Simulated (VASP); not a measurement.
Bi4C, 5 atoms in the cell. It takes space group Im-3m (No. 229, cubic). Conventional cell: a = 6.557 Å, b = 6.557 Å, c = 6.557 Å, α = 90.00°, β = 90.00°, γ = 90.00°. Around Bi (site symmetry -3m) lie 2 C at 2.84 Å. C (site symmetry m-3m) has 8 Bi at 2.84 Å as nearest neighbours. The cell was built by a generator and needn't be a form met in nature. The cell isn't the ideal one: species swapped into the NiHg4 type (Im-3m, No. 229).

| Property | Result |
| --- | --- |
| Program | VASP 6.6.1 |
| Task | single point |
| Functional | PBE |
| Potentials or basis | VASP PAW PBE potentials, release 64 (Bi_d, C) |
| Cutoff | 520 eV |
| k mesh | 4 × 4 × 4 |
| Occupations | gaussian, width 0.1 eV |
| Spin | no spin polarisation |
| Dipole correction | no |
| Further INCAR settings | ALGO = Normal; EDIFF = 1e-07; NBANDS = 40 |

Potentials or basis: VASP PAW PBE potentials, release 64 (Bi_d, C).

The run is started by

```sh
$ cat potpaw_PBE.64/Bi_d/POTCAR potpaw_PBE.64/C/POTCAR > POTCAR
$ mpirun -np 1 vasp_std > vasp.out
```

Hardware: 1 thread of Intel(R) Xeon(R) 6975P-C (Granite Rapids) (shared host).

Task: How long does it take, and how much memory?

Result: Run time: 46 s on 1 thread of Intel(R) Xeon(R) 6975P-C (Granite Rapids) (shared host), peak memory 0.26 GiB. Counts: scf iterations 25, k points 8.
